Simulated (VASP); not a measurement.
# Cl on Al(100): which site?, part 2 of 6

Where does Cl sit on Al(100), and how strongly does it bind?

VASP 6.6.1, plane waves and PAW; the level of theory is named at each step.

So far. Step 3 (The bulk reference, job self-consistent run, k-mesh …): The run ends at a pressure of 0.03 GPa.

### Step 4. Surface relaxation

Level of this step: RPBE; plane waves and PAW (Al) (VASP).

System of this step: Al(100). The cell holds 16 atoms: 16 Al. Cell: a = 5.743 Å, b = 5.743 Å, c = 21.091 Å, α = 90.0°, β = 90.0°, γ = 90.0°. It derives from Al. 4 layers of fcc Al, cut at this functional's lattice. Vacuum lies along c.

The free atoms relax, while those held by selective dynamics keep their cut positions.

Contents of INCAR:

```
SYSTEM = Al
PREC = Normal
ENCUT = 320
EDIFF = 1E-05
NELM = 120
ISMEAR = 1
SIGMA = 0.15
LREAL = Auto
ALGO = Fast
GGA = RP
NBANDS = 40
LORBIT = 11
LWAVE = .FALSE.
LCHARG = .FALSE.
KPAR = 2
NCORE = 2
IBRION = 2
NSW = 40
ISIF = 2
EDIFFG = -0.03
POTIM = 0.4
MAXMIX = 40
IDIPOL = 3
LDIPOL = .TRUE.
DIPOL = 0.5 0.5 0.5
```

Contents of POSCAR:

```
Al
1.0
    5.7425174396      0.0000000000      0.0000000000
    0.0000000000      5.7425174396      0.0000000000
    0.0000000000      0.0000000000     21.0908595339
Al
16
Selective dynamics
Direct
    0.2500000000      0.2500000000      0.3556042800  F F F
    0.7500000000      0.2500000000      0.3556042800  F F F
    0.2500000000      0.7500000000      0.3556042800  F F F
    0.7500000000      0.7500000000      0.3556042800  F F F
    0.0000000000      0.0000000000      0.4518680900  F F F
    0.5000000000      0.0000000000      0.4518680900  F F F
    0.0000000000      0.5000000000      0.4518680900  F F F
    0.5000000000      0.5000000000      0.4518680900  F F F
    0.2500000000      0.2500000000      0.5481319100  T T T
    0.7500000000      0.2500000000      0.5481319100  T T T
    0.2500000000      0.7500000000      0.5481319100  T T T
    0.7500000000      0.7500000000      0.5481319100  T T T
    0.0000000000      0.0000000000      0.6443957200  T T T
    0.5000000000      0.0000000000      0.6443957200  T T T
    0.0000000000      0.5000000000      0.6443957200  T T T
    0.5000000000      0.5000000000      0.6443957200  T T T
```

Contents of KPOINTS:

```
Automatic mesh
0
Gamma
4 4 1
0 0 0
```

Potentials, in the order of the species: Al (PBE family, release 64).

On the command line:

```
$ mpirun -np 4 vasp_std
```

What it wrote:

```text
[banner, memory and clock lines left out]
running    4 mpi-ranks, on    1 nodes
 distrk:  each k-point on    2 cores,    2 groups
 distr:  one band on    2 cores,    1 groups

 POSCAR found type information on POSCAR Al
 POSCAR found :  1 types and      16 ions
 [... a notice as in an earlier step ...]

 LDA part: xc-table for (Slater+PW92), standard interpolation
 POSCAR, INCAR and KPOINTS ok, starting setup
 FFT: planning ... GRIDC
 FFT: planning ... GRID_SOFT
 FFT: planning ... GRID
 WAVECAR not read
 entering main loop
       N       E                     dE             d eps       ncg     rms          rms(c)
DAV:   1     0.108075574181E+03    0.10808E+03   -0.11050E+04   480   0.587E+02
DAV:   2    -0.466534690645E+02   -0.15473E+03   -0.14425E+03   632   0.125E+02
DAV:   3    -0.545181698396E+02   -0.78647E+01   -0.76101E+01   632   0.268E+01
DAV:   4    -0.548184111952E+02   -0.30024E+00   -0.29940E+00   784   0.611E+00
DAV:   5    -0.548263040293E+02   -0.78928E-02   -0.78913E-02   744   0.933E-01    0.729E+00
RMM:   6    -0.527064241691E+02    0.21199E+01   -0.39312E+00   483   0.216E+00    0.413E+00
RMM:   7    -0.524414179123E+02    0.26501E+00   -0.81259E-01   490   0.191E+00    0.166E+00
RMM:   8    -0.523932852007E+02    0.48133E-01   -0.29044E-01   503   0.125E+00    0.413E-01
RMM:   9    -0.523937124072E+02   -0.42721E-03   -0.71556E-02   527   0.653E-01    0.242E-01
RMM:  10    -0.523878342929E+02    0.58781E-02   -0.80080E-03   536   0.307E-01    0.189E-01
RMM:  11    -0.523822617664E+02    0.55725E-02   -0.45389E-03   510   0.190E-01    0.699E-02
RMM:  12    -0.523786278287E+02    0.36339E-02   -0.66989E-03   519   0.157E-01    0.335E-02
RMM:  13    -0.523781493624E+02    0.47847E-03   -0.60774E-04   504   0.858E-02    0.235E-02
RMM:  14    -0.523780453735E+02    0.10399E-03   -0.45613E-04   462   0.616E-02    0.176E-02
RMM:  15    -0.523780334570E+02    0.11917E-04   -0.26717E-04   420   0.377E-02    0.777E-03
RMM:  16    -0.523782446908E+02   -0.21123E-03   -0.16905E-04   427   0.297E-02    0.845E-03
RMM:  17    -0.523784703803E+02   -0.22569E-03   -0.25235E-05   346   0.160E-02    0.463E-03
RMM:  18    -0.523788066420E+02   -0.33626E-03   -0.70634E-05   361   0.148E-02    0.409E-03
RMM:  19    -0.523788683899E+02   -0.61748E-04   -0.10844E-05   323   0.880E-03    0.147E-03
RMM:  20    -0.523788765262E+02   -0.81363E-05   -0.18414E-06   241   0.560E-03
   1 F= -.52378877E+02 E0= -.52372944E+02  d E =-.523789E+02
 curvature:   0.00 expect dE= 0.000E+00 dE for cont linesearch  0.000E+00
 trial: gam= 0.00000 g(F)=  0.229E-01 g(S)=  0.000E+00 ort = 0.000E+00 (trialstep = 0.100E+01)
 search vector abs. value=  0.229E-01
 bond charge predicted
       N       E                     dE             d eps       ncg     rms          rms(c)
DAV:   1    -0.523990900879E+02   -0.20222E-01   -0.10626E-01   544   0.124E+00    0.170E-01
RMM:   2    -0.523989101730E+02    0.17991E-03   -0.83883E-03   510   0.327E-01    0.147E-01
RMM:   3    -0.523981015686E+02    0.80860E-03   -0.43407E-03   497   0.199E-01    0.186E-01
RMM:   4    -0.523980055296E+02    0.96039E-04   -0.61301E-04   539   0.950E-02    0.167E-01
RMM:   5    -0.523984419385E+02   -0.43641E-03   -0.20160E-04   518   0.550E-02    0.964E-02
RMM:   6    -0.523987345877E+02   -0.29265E-03   -0.33137E-04   476   0.488E-02    0.214E-02
RMM:   7    -0.523987633105E+02   -0.28723E-04   -0.36362E-05   381   0.237E-02    0.978E-03
RMM:   8    -0.523987700707E+02   -0.67602E-05   -0.11732E-05   315   0.147E-02
   2 F= -.52398770E+02 E0= -.52392803E+02  d E =-.198935E-01
[...]
3 F= -.52425684E+02 E0= -.52420138E+02  d E =-.468075E-01
[...]
4 F= -.52425770E+02 E0= -.52420269E+02  d E =-.468938E-01
[...]
5 F= -.52427594E+02 E0= -.52422300E+02  d E =-.182327E-02
[...]
6 F= -.52431663E+02 E0= -.52427013E+02  d E =-.589226E-02
 curvature:  -4.54 expect dE=-0.174E-02 dE for cont linesearch -0.143E-02
 ZBRENT: increasing intervall
 opt :  16.1243  next Energy=   -52.433919 (dE=-0.815E-02)
 bond charge predicted
       N       E                     dE             d eps       ncg     rms          rms(c)
DAV:   1    -0.524333451806E+02   -0.16835E-02   -0.34440E-01   480   0.236E+00    0.221E-01
RMM:   2    -0.524340966842E+02   -0.75150E-03   -0.12399E-02   497   0.485E-01    0.935E-02
RMM:   3    -0.524345634535E+02   -0.46677E-03   -0.45694E-03   584   0.273E-01    0.351E-02
RMM:   4    -0.524346393233E+02   -0.75870E-04   -0.64836E-04   590   0.106E-01    0.615E-02
RMM:   5    -0.524346550095E+02   -0.15686E-04   -0.10174E-04   470   0.365E-02    0.693E-02
RMM:   6    -0.524346565143E+02   -0.15048E-05   -0.12996E-05   333   0.168E-02
   7 F= -.52434657E+02 E0= -.52431472E+02  d E =-.888615E-02
 curvature:  -7.15 expect dE=-0.102E-02 dE for cont linesearch -0.488E-04
 trial: gam= 0.10734 g(F)=  0.143E-03 g(S)=  0.000E+00 ort =-0.927E-04 (trialstep = 0.451E+01)
 search vector abs. value=  0.138E-03
 reached required accuracy - stopping structural energy minimisation
```

It took 2.3 min on 4 MPI ranks of AMD EPYC 7R43, shared host; peak memory 0.7 GiB.

OUTCAR, selected parts (step 4):

```text
  LATTYP: Found a simple tetragonal cell.
 ALAT       =     5.7425174396
 C/A-ratio  =     3.6727549817

 Subroutine GETGRP returns: Found 16 space group operations
 (whereof  8 operations were pure point group operations)

The static configuration has the point symmetry C_4v.
 The point group associated with its full space group is D_4h.

 Found      6 irreducible k-points:

   k-points           NKPTS =      6   k-points in BZ     NKDIM =      6   number of bands    NBANDS=     40

   dimension x,y,z NGX =    28 NGY =   28 NGZ =   96
   dimension x,y,z NGXF=    56 NGYF=   56 NGZF=  192

   ENCUT  =  320.0 eV  23.52 Ry    4.85 a.u.   8.38  8.38 30.76*2*pi/ulx,y,z

   NELECT =      48.0000    total number of electrons

 dipolmoment           0.000000      0.000000     -0.003048 electrons x Angstroem

 E-fermi :   0.6007

 k-point     1 :       0.0000    0.0000    0.0000
  band No.  band energies     occupation
    ...
     23      -0.5634      2.00000
     24       0.6156      0.83281
     25       0.6156      0.83281
     26       0.6328      0.64753
     27       0.6328      0.64753
     28       0.8989     -0.01663
     29       0.9392     -0.00642
     30       1.3330     -0.00000
     31       1.3330     -0.00000
     32       2.0921     -0.00000
    ...

 k-point     2 :       0.2500    0.0000    0.0000
  band No.  band energies     occupation
    ...
     20      -1.2678      2.00000
     21      -1.1036      2.00000
     22       0.1187      2.00005
     23       0.1347      2.00010
     24       0.2593      2.00594
     25       0.8745     -0.02698
     26       0.8918     -0.01930
     27       0.9460     -0.00536
     28       1.2102     -0.00000
     29       1.2433     -0.00000
    ...

  Total       -4.2707601     -4.2707601      0.8189540      0.0000000      0.0000000      0.0000000
  in kB       -9.8382268     -9.8382268      1.8865624      0.0000000      0.0000000      0.0000000
  external PRESSURE =      -5.9299637 kB  Pullay stress =       0.0000000 kB

  energy-cutoff  :      320.00
  volume of cell :      695.50
      direct lattice vectors                 reciprocal lattice vectors
     5.742517440  0.000000000  0.000000000     0.174139654  0.000000000  0.000000000
     0.000000000  5.742517440  0.000000000     0.000000000  0.174139654  0.000000000
     0.000000000  0.000000000 21.090859534     0.000000000  0.000000000  0.047413905

 POSITION                                       TOTAL-FORCE (eV/Angst)
 -----------------------------------------------------------------------------------
      1.43563      1.43563      7.50000         0.000000      0.000000     -0.101067
      4.30689      1.43563      7.50000        -0.000000      0.000000     -0.101067
      1.43563      4.30689      7.50000         0.000000     -0.000000     -0.101067
      4.30689      4.30689      7.50000        -0.000000     -0.000000     -0.101067
      0.00000      0.00000      9.53029         0.000000     -0.000000      0.080570
      2.87126      0.00000      9.53029         0.000000     -0.000000      0.080570
      0.00000      2.87126      9.53029        -0.000000      0.000000      0.080570
      2.87126      2.87126      9.53029        -0.000000      0.000000      0.080570
      1.43563      1.43563     11.47527         0.000000      0.000000      0.029166
      4.30689      1.43563     11.47527         0.000000      0.000000      0.029166
      1.43563      4.30689     11.47527         0.000000      0.000000      0.029166
      4.30689      4.30689     11.47527         0.000000      0.000000      0.029166
      0.00000      0.00000     13.55871         0.000000     -0.000000     -0.008669
      2.87126      0.00000     13.55871        -0.000000      0.000000     -0.008669
      5.74252      2.87126     13.55871        -0.000000      0.000000     -0.008669
      2.87126      2.87126     13.55871        -0.000000      0.000000     -0.008669
 -----------------------------------------------------------------------------------
    total drift:                               -0.000000     -0.000000     -0.032097

  FREE ENERGIE OF THE ION-ELECTRON SYSTEM (eV)
  ---------------------------------------------------
  free  energy   TOTEN  =       -52.4346565143 eV

  energy  without entropy=      -52.4251038511  energy(sigma->0) =      -52.43147229

 vacuum level on the upper side and lower side of the slab         4.620         4.623

 total charge
# of ion       s       p       d       tot
------------------------------------------
    1        0.469   0.293   0.000   0.762
    2        0.469   0.293   0.000   0.762
    3        0.469   0.293   0.000   0.762
    4        0.469   0.293   0.000   0.762
    5        0.425   0.345   0.000   0.770
    6        0.425   0.345   0.000   0.770
    7        0.425   0.345   0.000   0.770
    8        0.425   0.345   0.000   0.770
    9        0.426   0.341   0.000   0.767
   10        0.426   0.341   0.000   0.767
   11        0.426   0.341   0.000   0.767
   12        0.426   0.341   0.000   0.767
   13        0.471   0.287   0.000   0.758
   14        0.471   0.287   0.000   0.758
   15        0.471   0.287   0.000   0.758
   16        0.471   0.287   0.000   0.758
--------------------------------------------------
tot          7.164   5.065   0.000  12.229

[... 1 part as in an earlier step ...]

[... 7 further parts left out ...]
```

CONTCAR:

```
Al
   1.00000000000000
     5.7425174396000003    0.0000000000000000    0.0000000000000000
     0.0000000000000000    5.7425174396000003    0.0000000000000000
     0.0000000000000000    0.0000000000000000   21.0908595339000016
  Al
    16
Selective dynamics
Direct
     0.2500000000000000    0.2500000000000000    0.3556042800000014   F   F   F
     0.7500000000000000    0.2500000000000000    0.3556042800000014   F   F   F
     0.2500000000000000    0.7500000000000000    0.3556042800000014   F   F   F
     0.7500000000000000    0.7500000000000000    0.3556042800000014   F   F   F
     0.0000000000000000    0.0000000000000000    0.4518680899999978   F   F   F
     0.5000000000000000    0.0000000000000000    0.4518680899999978   F   F   F
     0.0000000000000000    0.5000000000000000    0.4518680899999978   F   F   F
     0.5000000000000000    0.5000000000000000    0.4518680899999978   F   F   F
     0.2500000000000000    0.2500000000000000    0.5440875561693302   T   T   T
     0.7500000000000000    0.2500000000000000    0.5440875561693302   T   T   T
     0.2500000000000000    0.7500000000000000    0.5440875561693302   T   T   T
     0.7500000000000000    0.7500000000000000    0.5440875561693302   T   T   T
     0.0000000000000000    0.0000000000000000    0.6428714402475488   T   T   T
     0.5000000000000000    0.0000000000000000    0.6428714402475488   T   T   T
     1.0000000000000000    0.5000000000000000    0.6428714402475488   T   T   T
     0.5000000000000000    0.5000000000000000    0.6428714402475488   T   T   T
```

The run keeps the 8 symmetry operations of its start, so it cannot find a distortion of lower symmetry.

Relaxation path:

| step | energy less that of the first step (eV) | largest force (eV/Å) |
| --- | --- | --- |
| 1 | 0.0000 | 0.3693 |
| 2 | -0.0199 | 0.2816 |
| 3 | -0.0468 | 0.0769 |
| 4 | -0.0469 | 0.0852 |
| 5 | -0.0487 | 0.0742 |
| 6 | -0.0528 | 0.0497 |
| 7 | -0.0558 | 0.0292 |

The atoms that moved most (Å):

| atom | dx | dy | dz | length |
| --- | --- | --- | --- | --- |
| Al12 | 0.000 | 0.000 | -0.085 | 0.085 |
| Al11 | 0.000 | 0.000 | -0.085 | 0.085 |
| Al10 | 0.000 | 0.000 | -0.085 | 0.085 |
| Al9 | 0.000 | 0.000 | -0.085 | 0.085 |
| Al16 | 0.000 | 0.000 | -0.032 | 0.032 |
| Al15 | 0.000 | 0.000 | -0.032 | 0.032 |
| Al14 | 0.000 | 0.000 | -0.032 | 0.032 |
| Al13 | 0.000 | 0.000 | -0.032 | 0.032 |

The relaxed structure:

```xyz
16
Lattice="5.7425 0.0000 0.0000 0.0000 5.7425 0.0000 0.0000 0.0000 21.0909" Properties=species:S:1:pos:R:3
Al    1.4356    1.4356    7.5000
Al    4.3069    1.4356    7.5000
Al    1.4356    4.3069    7.5000
Al    4.3069    4.3069    7.5000
Al    0.0000    0.0000    9.5303
Al    2.8713    0.0000    9.5303
Al    0.0000    2.8713    9.5303
Al    2.8713    2.8713    9.5303
Al    1.4356    1.4356   11.4753
Al    4.3069    1.4356   11.4753
Al    1.4356    4.3069   11.4753
Al    4.3069    4.3069   11.4753
Al    0.0000    0.0000   13.5587
Al    2.8713    0.0000   13.5587
Al    0.0000    2.8713   13.5587
Al    2.8713    2.8713   13.5587
```

This step gave:

| Quantity | Value |
| --- | --- |
| electronic cycles | 55 |
| electrons | 48 |
| free energy (TOTEN) | -52.4347 eV |
| energy at zero smearing | -52.4315 eV |
| Fermi energy | 0.6007 eV |
| dipole moment | 0, 0, -0.003048 e·Å |

The run ended after 7 ionic steps, 0.056 eV below its first step, once the forces on the free atoms met EDIFFG = -0.03.

[end of part 2 of 6]

[Lines on the potential files, build, host, timing and source positions are cut from VASP's logs without a mark.]

[Logs are printed without paths, hosts, clocks, repeated set-up lines and the standing remarks that a program may print on its own settings, such as how far it seeks lower states.]

[Hosts, paths, dates, database ids (printed as entryN), source tags and the programs' standing remarks are cut or masked in the printed files.]

[Runs that stopped without an error message from VASP are left out.]
